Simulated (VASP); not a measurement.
Output of a VASP run:

### OSZICAR
```
       N       E                     dE             d eps       ncg     rms          rms(c)
DAV:   1     0.102963921948E+03    0.10296E+03   -0.99084E+03  1320   0.105E+03
DAV:   2    -0.234251017597E+02   -0.12639E+03   -0.12096E+03  1326   0.292E+02
DAV:   3    -0.293060390100E+02   -0.58809E+01   -0.58573E+01  1473   0.708E+01
DAV:   4    -0.293843714427E+02   -0.78332E-01   -0.78316E-01  1494   0.845E+00
DAV:   5    -0.293860781851E+02   -0.17067E-02   -0.17066E-02  1487   0.128E+00    0.105E+01
DAV:   6    -0.245706703781E+02    0.48154E+01   -0.12742E+01  1235   0.465E+01    0.130E+01
DAV:   7    -0.247879955014E+02   -0.21733E+00   -0.13992E+00  1221   0.132E+01    0.780E+00
DAV:   8    -0.248602305916E+02   -0.72235E-01   -0.20335E-01  1235   0.486E+00    0.423E+00
DAV:   9    -0.248806949073E+02   -0.20464E-01   -0.55065E-02  1368   0.268E+00    0.580E-01
DAV:  10    -0.248818366863E+02   -0.11418E-02   -0.14145E-02  1305   0.160E+00    0.319E-01
DAV:  11    -0.248824432130E+02   -0.60653E-03   -0.14566E-03  1242   0.403E-01    0.126E-01
DAV:  12    -0.248828489365E+02   -0.40572E-03   -0.56408E-04  1305   0.223E-01    0.976E-02
DAV:  13    -0.248829448334E+02   -0.95897E-04   -0.11998E-04  1445   0.117E-01    0.598E-02
DAV:  14    -0.248829847134E+02   -0.39880E-04   -0.31685E-05  1319   0.520E-02    0.169E-02
DAV:  15    -0.248829851660E+02   -0.45265E-06   -0.72822E-06  1487   0.284E-02
   1 F= -.24882985E+02 E0= -.24882985E+02  d E =-.248830E+02  mag=     5.0000
```

### OUTCAR
```
------------------------ aborting loop because EDIFF is reached ----------------------------------------
  FORCE on cell =-STRESS in cart. coord.  units (eV):
  Direction    XX          YY          ZZ          XY          YZ          ZX
  --------------------------------------------------------------------------------------
  Total       -0.0176310     -0.0176310     -0.0176310     -0.0000000      0.0000000     -0.0000000
  in kB       -0.6301162     -0.6301162     -0.6301162     -0.0000000      0.0000000     -0.0000000
  external PRESSURE =      -0.6301162 kB  Pullay stress =       0.0000000 kB
  volume of cell :       44.83
      direct lattice vectors                 reciprocal lattice vectors
     0.000000000  2.819545469  2.819545469    -0.177333547  0.177333547  0.177333547
     2.819545469  0.000000000  2.819545469     0.177333547 -0.177333547  0.177333547
     2.819545469  2.819545469  0.000000000     0.177333547  0.177333547 -0.177333547
 POSITION                                       TOTAL-FORCE (eV/Angst)
 -----------------------------------------------------------------------------------
      0.00000      0.00000      0.00000        -0.000000     -0.000000     -0.000000
      1.40977      1.40977      1.40977         0.000000      0.000000      0.000000
 -----------------------------------------------------------------------------------
    total drift:                                0.000006      0.000006      0.000006
  FREE ENERGIE OF THE ION-ELECTRON SYSTEM (eV)
  ---------------------------------------------------
  free  energy   TOTEN  =       -24.8829851660 eV

  energy  without entropy=      -24.8829851660  energy(sigma->0) =      -24.88298517

 total charge

# of ion       s       p       d       tot
------------------------------------------
    1        0.267   6.204   4.872  11.343
    2        1.301   2.488   0.000   3.789
--------------------------------------------------
tot          1.569   8.692   4.872  15.132

 magnetization (x)

# of ion       s       p       d       tot
------------------------------------------
    1        0.048   0.062   4.364   4.474
    2        0.013   0.060   0.000   0.072
--------------------------------------------------
tot          0.061   0.121   4.364   4.546

 reached required accuracy - stopping structural energy minimisation
```
(Selected blocks of OUTCAR.)

### POSCAR
```
MnS
1
    0.0000000000     2.8195454689     2.8195454689
    2.8195454689     0.0000000000     2.8195454689
    2.8195454689     2.8195454689     0.0000000000
Mn S
1 1
Direct
  1.0000000000   0.0000000000   0.0000000000
  0.2500000000   0.2500000000   0.2500000000
```

Question: Reconstruct the remaining input files.

Answer: This is not unique; one that fits is the input of the run itself, r2SCAN meta-GGA, plane waves, VASP's PBE PAW potentials (set 64).

### INCAR
```
# general
SYSTEM  = MnS
PREC    = Accurate
ENCUT   = 400
LREAL   = .False.
LASPH   = .True.   # aspherical one-centre terms

# electronic loop
EDIFF   = 1E-6   # SCF stop (eV)
NELM    = 100   # most electronic steps
ALGO    = Normal   # blocked Davidson
LMAXMIX = 4   # l cut-off of mixed one-centre charges
LMIXTAU = .True.

# smearing
ISMEAR  = 0   # Gaussian
SIGMA   = 0.05   # width (eV)

# functional
METAGGA = R2SCAN

# spin
ISPIN   = 2   # spin-polarised
MAGMOM  = 4.5 0.1

# ions
IBRION  = 2   # conjugate gradients
NSW     = 60
ISIF    = 3   # ions, shape and volume
EDIFFG  = -0.01

# output
LWAVE   = .False.
LCHARG  = .False.
LORBIT  = 10
```

### KPOINTS
```
Automatic mesh
0
Gamma
7 7 7
0 0 0
```

POTCAR, in this order: Mn_pv S (PBE.64 set). Program: vasp_std.

The moments were started parallel, and other spin orders were not tried in this run.

The structure was generated: MnS was put into the zinc blende type (F-43m), which need not be its known phase. It was relaxed first. The start is the result of an earlier pass.
